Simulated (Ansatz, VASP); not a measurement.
**AgAs: VASP beside Ansatz**

Contents of INCAR:

```
  ALGO = Normal
  EDIFF = 1E-7
  ENCUT = 520
  GGA = PE
  ISIF = 2
  ISMEAR = -1
  LASPH = True
  LCHARG = False
  LREAL = False
  LWAVE = False
  NBANDS = 24
  NELM = 80
  PREC = Accurate
  SIGMA = 0.05
```

KPOINTS

```
k-points
0
Gamma
  6 9 5
```

Contents of POSCAR:

```
AgAs
1.0
    5.0570656114      0.0000000000      0.0000000000
    0.0000000000      2.9997512181      0.0000000000
    0.0000000000      0.0000000000      5.2407686350
Ag As
2 2
Direct
    0.7500000000      0.0000000000      0.1647710000
    0.2500000000      0.0000000000      0.8352290000
    0.2500000000      0.5000000000      0.3343550000
    0.7500000000      0.5000000000      0.6656450000
```

input.yaml

```yaml
crystal:
  lattice:
    - [5.0570656114, 0.0, 0.0]
    - [0.0, 2.9997512181, 0.0]
    - [0.0, 0.0, 5.240768635]
  atoms:
    - { symbol: Ag, position: [0.75, 0.0, 0.164771] }
    - { symbol: Ag, position: [0.25, 0.0, 0.835229] }
    - { symbol: As, position: [0.25, 0.5, 0.334355] }
    - { symbol: As, position: [0.75, 0.5, 0.665645] }
hamiltonian:
  xc: pbe
  pseudopotentials: { kind: paw }
kpoints:
  mp_grid: { grid: [6, 9, 5] }
scf:
  occupations: { method: fermi_dirac, width: 0.05 }
output:
  forces: true
  stress: true
  eigenvalues: true
  write_density: true
  write_potential: true
  elf: true
  volumetric_format: npy
```

Change from the starting cell: volume scaled by 1.04.

Alike in both runs: task single point; functional PBE; k mesh 6 × 9 × 5; occupations fermi-dirac, width 0.05 eV; no spin polarisation.

```csv
,VASP,Ansatz
version,VASP 6.6.1,Ansatz 0.2.0
potentials or method,"VASP PAW PBE potentials, release 64 (Ag, As)",Ansatz PAW
plane-wave cutoff (eV),520,420
valence electrons in the cell,32,68
```

|  | VASP | Ansatz | Ansatz less VASP |
| --- | --- | --- | --- |
| gap on the k mesh at the Fermi level (eV) | none | none | - |
| pressure (GPa) | -3.7 | -3.7 | +0.01 |
| largest component of the traceless stress (GPa) | 0.51 | 0.50 | -0.006 |
| rms of the force components (eV/Å) | 0.052 | 0.051 | -0.0006 |

Atom by atom the forces differ by 0.001 eV/Å (rms over components). A gap of «none» marks a metal or a gap that the smearing closes. The two sets of potentials don't hold the same shells in valence.
